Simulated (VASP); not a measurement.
A run of VASP 6.6.1 is set up as follows.

Contents of INCAR:

```
SYSTEM = Be3ZnTe4
  PREC = Accurate
  ENCUT = 520
  EDIFF = 1E-7
  ISMEAR = 0
  SIGMA = 0.03
  LREAL = .FALSE.
  LASPH = .TRUE.
  NELM = 120
  ALGO = Normal
  ISIF = 3
  LWAVE = .FALSE.
  LCHARG = .FALSE.
  GGA = PE
  IBRION = 2
  NSW = 60
  EDIFFG = -0.005
  POTIM = 0.3
  KPAR = 8
```

Contents of KPOINTS:

```
regular mesh
0
G
  8 8 8
  0 0 0
```

File POSCAR:

```
Be3ZnTe4                                
1.0
    2.0486392410      1.1827824187     13.4328652721
   -2.0486392410      1.1827824187     13.4328652721
    0.0000000000     -2.3655648273     13.4328652721
  Be              Zn              Te            
     3     1     4
Direct
     0.7527247767249134    0.7527247767249134    0.7527247767249121
     0.5000522230457281    0.5000522230457281    0.5000522230457285
     0.2471859984981317    0.2471859984981317    0.2471859984981311
     0.0008695873080223    0.0008695873080223    0.0008695873080223
     0.0666443229690278    0.0666443229690278    0.0666443229690292
     0.8137111122108560    0.8137111122108560    0.8137111122108547
     0.5609854121695842    0.5609854121695842    0.5609854121695858
     0.3078203370737327    0.3078203370737327    0.3078203370737321
```

Potentials or basis: VASP PAW PBE potentials, release 64 (Be, Zn, Te).

Launch:

```sh
$ cat potpaw_PBE.64/Be/POTCAR potpaw_PBE.64/Zn/POTCAR potpaw_PBE.64/Te/POTCAR > POTCAR
$ mpirun -np 8 vasp_std > vasp.out
```

Problem. Predict the band gap on the k mesh.

Solution. 1.76 eV, indirect (least direct gap 2.35 eV).

Forces in eV/Å, atoms in the order of the input:
```
Be   0.000  0.000  0.005
Be   0.000  0.000  0.001
Be   0.000  0.000 -0.002
Zn   0.000  0.000  0.002
Te   0.000  0.000  0.002
Te   0.000  0.000 -0.001
Te   0.000  0.000 -0.004
Te   0.000  0.000 -0.003
```

Caveat: spin-orbit coupling is left out, which moves the levels of the heavy elements. A k mesh can miss the band edges.
